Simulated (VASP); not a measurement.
# Ca7VO8 (Fm-3m) in VASP: further runs

The runs below take Ca7VO8 through single point, with PBEsol.

Everything below comes from runs of VASP 6.6.1. Logs are shortened: lines on timing, memory, paths and dates and some standing lists are left out, and cuts for length are marked.

### 1 The structure

Symmetry: Fm-3m, No. 225, cubic system. The conventional cell has a = 9.630 Å, b = 9.630 Å, c = 9.630 Å, α = 90.00°, β = 90.00°, γ = 90.00°. V (site symmetry m-3m) has 6 O at 2.36 Å as nearest neighbours. Ca (site symmetry mmm) is surrounded by 6 O at 2.41 Å. Around Ca (site symmetry m-3m) lie 6 O at 2.46 Å. O (site symmetry -43m) is surrounded by 6 Ca at 2.41 Å. Around O (site symmetry 4mm) lie 1 V at 2.36 Å and 5 Ca at 2.41 to 2.46 Å.

### 2 Single point, PBEsol, collinear spin, typed start

INCAR

```
PREC = Accurate
ENCUT = 520
EDIFF = 1E-7
ISMEAR = 0
SIGMA = 0.05
LREAL = Auto
LASPH = True
NELM = 150
ALGO = Fast
ISIF = 2
LWAVE = False
LCHARG = False
ISPIN = 2
MAGMOM = 3 0 0 0 0 0 0 0 0 0 0 0 0 0 0 0
LORBIT = 11
LMAXMIX = 4
GGA = PS
NBANDS = 84
```

KPOINTS

```
regular mesh
0
Gamma
  3 3 3
```

POSCAR

```
Ca7VO8
1.0
    0.0000000000      4.8150000000      4.8150000000
    4.8150000000      0.0000000000      4.8150000000
    4.8150000000      4.8150000000      0.0000000000
V Ca O
1 7 8
Direct
    0.0000000000      0.0000000000      1.0000000000
    0.0000000000      0.0000000000      0.5000000000
    0.0000000000      0.5000000000      0.0000000000
    0.0000000000      0.5000000000      0.5000000000
    0.5000000000      0.0000000000      0.0000000000
    0.5000000000      0.0000000000      0.5000000000
    0.5000000000      0.5000000000      0.0000000000
    0.5000000000      0.5000000000      0.5000000000
    0.2500000000      0.2500000000      0.2500000000
    0.2450441814      0.2450441814      0.7549558186
    0.2450441814      0.7549558186      0.2450441814
    0.2450441814      0.7549558186      0.7549558186
    0.7549558186      0.2450441814      0.2450441814
    0.7549558186      0.2450441814      0.7549558186
    0.7549558186      0.7549558186      0.2450441814
    0.7500000000      0.7500000000      0.7500000000
```

Potentials or basis: VASP PAW PBE potentials, release 64 (V_sv, Ca_sv, O).

Command:

```sh
$ cat potpaw_PBE.64/V_sv/POTCAR potpaw_PBE.64/Ca_sv/POTCAR potpaw_PBE.64/O/POTCAR > POTCAR
$ mpirun -np 1 vasp_std > vasp.out
```

OUTCAR:

```text
PREC = Accurate
   ENCUT = 520
   EDIFF = 1E-7
   ISMEAR = 0
   LREAL = Auto
   LASPH = True
   NELM = 150
   ISIF = 2
   ISPIN = 2
   LORBIT = 11
   GGA = PS

 ion  position               nearest neighbor table
   1  0.000  0.000  0.000-  10 2.36  11 2.36  12 2.36  13 2.36  14 2.36  15 2.36
   2  0.000  0.000  0.500-   9 2.41  16 2.41  12 2.41  13 2.41  14 2.41  11 2.41
   3  0.000  0.500  0.000-   9 2.41  16 2.41  12 2.41  13 2.41  15 2.41  10 2.41
   4  0.000  0.500  0.500-   9 2.41  16 2.41  11 2.41  14 2.41  15 2.41  10 2.41
   5  0.500  0.000  0.000-   9 2.41  16 2.41  11 2.41  14 2.41  15 2.41  10 2.41
   6  0.500  0.000  0.500-   9 2.41  16 2.41  12 2.41  13 2.41  15 2.41  10 2.41
[... 8 lines left out ...]
  15  0.755  0.755  0.245-   1 2.36   3 2.41   4 2.41   5 2.41   6 2.41   8 2.46
  16  0.750  0.750  0.750-   2 2.41   3 2.41   4 2.41   5 2.41   6 2.41   7 2.41

  LATTYP: Found a face centered cubic cell.
 ALAT       =     9.6300000000

  Lattice vectors:

 A1 = (   0.0000000000,   4.8150000000,   4.8150000000)
 A2 = (   4.8150000000,   0.0000000000,   4.8150000000)
 A3 = (   4.8150000000,   4.8150000000,   0.0000000000)

Analysis of symmetry for initial positions (statically):
=====================================================================
 Subroutine PRICEL returns:
 Original cell was already a primitive cell.

 Routine SETGRP: Setting up the symmetry group for a
 face centered cubic supercell.

 Subroutine GETGRP returns: Found 48 space group operations
 (whereof 48 operations were pure point group operations)
 out of a pool of 48 trial point group operations.

The static configuration has the point symmetry O_h .

Analysis of symmetry for dynamics (positions and initial velocities):
=====================================================================
 Subroutine PRICEL returns:
 Original cell was already a primitive cell.

 Routine SETGRP: Setting up the symmetry group for a
 face centered cubic supercell.

 Subroutine GETGRP returns: Found 48 space group operations
 (whereof 48 operations were pure point group operations)
 out of a pool of 48 trial point group operations.

The dynamic configuration has the point symmetry O_h .

Analysis of structural, dynamic, and magnetic symmetry:
=====================================================================
 Subroutine PRICEL returns:
 Original cell was already a primitive cell.

 Routine SETGRP: Setting up the symmetry group for a
 face centered cubic supercell.

 Subroutine GETGRP returns: Found 48 space group operations
 (whereof 48 operations were pure point group operations)
 out of a pool of 48 trial point group operations.

The overall configuration has the point symmetry O_h .

 Subroutine INISYM returns: Found 48 space group operations
 (whereof 48 operations are pure point group operations),
 and found     1 'primitive' translations

----------------------------------------------------------------------------------------

                                     Primitive cell

  volume of cell :     223.2641

  direct lattice vectors                    reciprocal lattice vectors
     0.000000000  4.815000000  4.815000000    -0.103842160  0.103842160  0.103842160
     4.815000000  0.000000000  4.815000000     0.103842160 -0.103842160  0.103842160
     4.815000000  4.815000000  0.000000000     0.103842160  0.103842160 -0.103842160

  length of vectors
     6.809438303  6.809438303  6.809438303     0.179859897  0.179859897  0.179859897

  position of ions in fractional coordinates (direct lattice)
     0.000000000  0.000000000  0.000000000
     0.000000000  0.000000000  0.500000000
     0.000000000  0.500000000  0.000000000
     0.000000000  0.500000000  0.500000000
     0.500000000  0.000000000  0.000000000
     0.500000000  0.000000000  0.500000000
[... 8 lines left out ...]
     0.754955819  0.754955819  0.245044181
     0.750000000  0.750000000  0.750000000

  ion indices of the primitive-cell ions
   primitive index   ion index
                 1           1
[... 49 lines left out ...]
   number of dos      NEDOS =    301   number of ions     NIONS =     16
   total plane-waves  NPLWV = 157464
   dimension x,y,z NGX =    54 NGY =   54 NGZ =   54
   dimension x,y,z NGXF=   108 NGYF=  108 NGZF=  108
   ions per type =               1   7   8
   NGX,Y,Z   is equivalent  to a cutoff of  13.18, 13.18, 13.18 a.u.
   NGXF,Y,Z  is equivalent  to a cutoff of  26.37, 26.37, 26.37 a.u.
 SYSTEM =  unknown system
   PREC   = accura    normal or accurate (medium, high low for compatibility)
   ISTART =      0    job   : 0-new  1-cont  2-samecut
   ICHARG =      2    charge: 1-file 2-atom 10-const
   ISPIN  =      2    spin polarized calculation?
   LNONCOLLINEAR =      F non collinear calculations
   LSORBIT =      F    spin-orbit coupling
   LASPH  =      T    aspherical Exc in radial PAW
   ENCUT  =  520.0 eV  38.22 Ry    6.18 a.u.  12.66 12.66 12.66*2*pi/ulx,y,z
   NELM   =    150;   NELMIN=  2; NELMDL= -5     # of ELM steps
   EDIFF  = 0.1E-06   stopping-criterion for ELM
   LREAL  =      T    real-space projection
   EDIFFG = 0.1E-05   stopping-criterion for IOM
   NSW    =      0    number of steps for IOM
   IBRION =     -1    ionic relax: 0-MD 1-quasi-New 2-CG
   NFREE  =      0    steps in history (QN), initial steepest desc. (CG)
   ISIF   =      2    stress and relaxation
   ISYM   =      2    0-nonsym 1-usesym 2-fastsym
   POTIM  = 0.5000    time-step for ionic-motion
   TEBEG  =    0.0;   TEEND  =   0.0 temperature during run
   PSTRESS=    0.0 pullay stress
   NELECT =     131.0000    total number of electrons
   NUPDOWN=      -1.0000    fix difference up-down
   EMIN   =  10.00;   EMAX   =-10.00  energy-range for DOS
   EFERMI =   0.00;   METHOD = LEGACY
   ISMEAR =     0;   SIGMA  =   0.05  broadening in eV -4-tet -1-fermi 0-gaus
   EFERMI_NEDOS =   21; number of points for ismear=-14 and -15
   IALGO  =     68    algorithm
   IMIX   =      4    mixing-type and parameters
     AMIX     =   0.40;   BMIX     =  1.00
     AMIX_MAG =   1.60;   BMIX_MAG =  1.00
  volume/ion in A,a.u.               =      13.95        94.17
  Fermi-wavevector in a.u.,A,eV,Ry     =   1.370542  2.589949 25.556980  1.878385
  Thomas-Fermi vector in A             =   2.496319
   LORBIT       =     11    0 simple, 1 ext, 2 COOP (PROOUT), +10 PAW based schemes
   GGA     = PS    functional components
   LHFCALC =     F    Hartree Fock is set to
   AEXX    =    0.0000 exact exchange contribution
   IVDW    =     0    specifies the selected vdW correction
   LEPSILON=     F    determine dielectric tensor
   LRPA    =     F    only Hartree local field effects (RPA)
 spin polarized calculation
 RMM-DIIS sequential band-by-band and
 Gauss-broadening in eV      SIGMA  =   0.05
  energy-cutoff  :      520.00
  volume of cell :      223.26
 maximum number of plane-waves:      6046
 NGX is ok and might be reduce to    50
   NGX = 25   NGY = 25   NGZ = 25

 number of electron     131.0000008 magnetization       2.9999981

 Free energy of the ion-electron system (eV)
  ---------------------------------------------------
  ext. energy  EPLUGINS =         0.00000000
  ---------------------------------------------------
  free energy    TOTEN  =      -111.14000323 eV

  energy without entropy =     -111.14000323  energy(sigma->0) =     -111.14000323

 E-fermi :   5.1005     XC(G=0): -10.7475

 val. band max:        4.7035544151   @ k =  -0.3333   0.3333   0.0000
 cond. band min:       5.6717371223   @ k =   0.0000   0.0000   0.0000
 fundamental gap:      0.9681827072
 Fermi energy:         5.1004827549

 spin component 1

 k-point     1 :       0.0000    0.0000    0.0000
  band No.  band energies     occupation
      1     -59.9292      1.00000
      2     -35.6578      1.00000
      3     -35.0166      1.00000
      4     -34.9484      1.00000
      5     -34.9484      1.00000
      6     -34.9484      1.00000
[... 309 lines left out ...]
     76       8.6615      0.00000
     77       8.7301      0.00000
 Fermi energy:         5.1004827549

 spin component 2

 k-point     1 :       0.0000    0.0000    0.0000
  band No.  band energies     occupation
      1     -57.4696      1.00000
      2     -35.6511      1.00000
      3     -35.0095      1.00000
      4     -34.9414      1.00000
      5     -34.9414      1.00000
      6     -34.9414      1.00000
[... 309 lines left out ...]
     76       9.0946      0.00000
     77       9.1620      0.00000
 [bands above 77 left out]

------------------------ aborting loop because EDIFF is reached ----------------------------------------

  FORCE on cell =-STRESS in cart. coord.  units (eV):
  Direction    XX          YY          ZZ          XY          YZ          ZX
  --------------------------------------------------------------------------------------
  -------------------------------------------------------------------------------------
  Total      -10.5448427    -10.5448427    -10.5448427     -0.0000000     -0.0000000      0.0000000
  in kB      -75.6714087    -75.6714087    -75.6714087     -0.0000000     -0.0000000      0.0000000
  external PRESSURE =     -75.6714087 kB  Pullay stress =       0.0000000 kB

 VOLUME and BASIS-vectors are now :
 -----------------------------------------------------------------------------
  energy-cutoff  :      520.00
  volume of cell :      223.26
      direct lattice vectors                 reciprocal lattice vectors
     0.000000000  4.815000000  4.815000000    -0.103842160  0.103842160  0.103842160
     4.815000000  0.000000000  4.815000000     0.103842160 -0.103842160  0.103842160
     4.815000000  4.815000000  0.000000000     0.103842160  0.103842160 -0.103842160

 POSITION                                       TOTAL-FORCE (eV/Angst)
 -----------------------------------------------------------------------------------
      0.00000      0.00000      0.00000         0.000000      0.000000      0.000000
      2.40750      2.40750      0.00000         0.000000      0.000000      0.000000
      2.40750      0.00000      2.40750         0.000000      0.000000      0.000000
      4.81500      2.40750      2.40750        -0.000000      0.000000      0.000000
      0.00000      2.40750      2.40750        -0.000000      0.000000      0.000000
      2.40750      4.81500      2.40750         0.000000      0.000000      0.000000
[... 8 lines left out ...]
      4.81500      4.81500      7.27022         0.000000      0.000000      0.175686
      7.22250      7.22250      7.22250         0.000000      0.000000     -0.000000
 -----------------------------------------------------------------------------------
    total drift:                                0.000000      0.000000      0.000000

  FREE ENERGIE OF THE ION-ELECTRON SYSTEM (eV)
  ---------------------------------------------------
  free  energy   TOTEN  =      -111.1400032255 eV

  energy  without entropy=     -111.1400032255  energy(sigma->0) =     -111.14000323

 total charge

# of ion       s       p       d       tot
------------------------------------------
    1        2.138   6.084   2.981  11.203
    2        2.040   5.876   0.301   8.216
    3        2.040   5.876   0.301   8.216
    4        2.040   5.876   0.301   8.216
    5        2.040   5.876   0.301   8.216
    6        2.040   5.876   0.301   8.216
[... 8 lines left out ...]
   15        1.544   3.408   0.000   4.952
   16        1.545   3.428   0.000   4.973
--------------------------------------------------
tot         28.766  74.504   5.070 108.340

 magnetization (x)

# of ion       s       p       d       tot
------------------------------------------
    1        0.019   0.015   2.481   2.515
    2        0.000  -0.000   0.009   0.009
    3        0.000  -0.000   0.009   0.009
    4        0.000  -0.000   0.009   0.009
    5        0.000  -0.000   0.009   0.009
    6        0.000  -0.000   0.009   0.009
[... 8 lines left out ...]
   15       -0.001  -0.005   0.000  -0.005
   16       -0.000  -0.000   0.000  -0.000
--------------------------------------------------
tot          0.016  -0.016   2.545   2.545
```

It took 15 min on 1 thread of Intel Xeon Platinum 8259CL at 2.50GHz (Skylake/Cascade Lake), shared host; peak memory 0.57 GiB.

What came out:

| Property | Result |
| --- | --- |
| Free energy | -111.1400 eV |
| Pressure | -7.6 GPa |
| Largest force | 0.176 eV/Å |
| Band gap on the k mesh | 0.97 eV, indirect (least direct gap 1.39 eV) |
| Net moment | 3.00 μB per cell |
| Site moments | V +2.52; Ca +0.01; O -0.00, -0.01 μB |
| Valence electrons inside the program's atomic spheres | V 11.20; Ca 8.22, 8.18; O 4.97, 4.95 |

Forces in eV/Å, atoms in the order of the input:
```
V    0.000  0.000  0.000
Ca   0.000  0.000  0.000
Ca   0.000  0.000  0.000
Ca   0.000  0.000  0.000
Ca   0.000  0.000  0.000
Ca   0.000  0.000  0.000
Ca   0.000  0.000  0.000
Ca   0.000  0.000  0.000
O    0.000  0.000  0.000
O    0.000  0.000 -0.176
O    0.000 -0.176  0.000
O    0.176  0.000  0.000
O   -0.176  0.000  0.000
O    0.000  0.176  0.000
O    0.000  0.000  0.176
O    0.000  0.000  0.000
```

Caveat: the PAW data sets were made with another functional, which shifts forces and pressure a little; an odd mesh through Γ misses points on the zone boundary, where band edges often lie.

### 3 Single point, PBEsol, collinear spin, zero start

INCAR

```
PREC = Accurate
ENCUT = 520
EDIFF = 1E-6
ISMEAR = 0
SIGMA = 0.05
LREAL = Auto
LASPH = True
NELM = 150
ALGO = Normal
ISIF = 2
LWAVE = False
LCHARG = True
ISPIN = 2
MAGMOM = 0 0 0 0 0 0 0 0 0 0 0 0 0 0 0 0
LORBIT = 11
NUPDOWN = 0.0
LMAXMIX = 4
GGA = PS
LELF = True
LVHAR = True
NBANDS = 84
```

KPOINTS

```
Automatic mesh
0
Gamma
  3 3 3
```

POSCAR is that of step 2.

Potentials or basis: VASP PAW PBE potentials, release 64 (V_sv, Ca_sv, O).

Command:

```sh
$ cat potpaw_PBE.64/V_sv/POTCAR potpaw_PBE.64/Ca_sv/POTCAR potpaw_PBE.64/O/POTCAR > POTCAR
$ mpirun -np 1 vasp_std > vasp.out
```

It took 9.1 min on 1 thread of Intel Xeon Platinum 8259CL at 2.50GHz (Skylake/Cascade Lake), shared host; peak memory 0.55 GiB.

It converged, with:

```yaml
Free_energy: -109.7149 eV
Pressure: -8.8 GPa
Largest_force: 0.461 eV/Å
Net_moment: 0.00 μB per cell
Valence_electrons_inside_the_program's_atomic_spheres: V 11.15; Ca 8.22, 8.19; O 4.97, 4.94
```

Forces in eV/Å, atoms in the order of the input:
```
V    0.000  0.000  0.000
Ca   0.000  0.000  0.000
Ca   0.000  0.000  0.000
Ca   0.000  0.000  0.000
Ca   0.000  0.000  0.000
Ca   0.000  0.000  0.000
Ca   0.000  0.000  0.000
Ca   0.000  0.000  0.000
O    0.000  0.000  0.000
O    0.000  0.000 -0.461
O    0.000 -0.461  0.000
O    0.461  0.000  0.000
O   -0.461  0.000  0.000
O    0.000  0.461  0.000
O    0.000  0.000  0.461
O    0.000  0.000  0.000
```

Caveat: the k mesh is coarse (spacing up to 0.38 Å⁻¹), so the values aren't converged; the PAW data sets were made with another functional, which shifts forces and pressure a little; the total moment is fixed, so each spin has its own Fermi level.
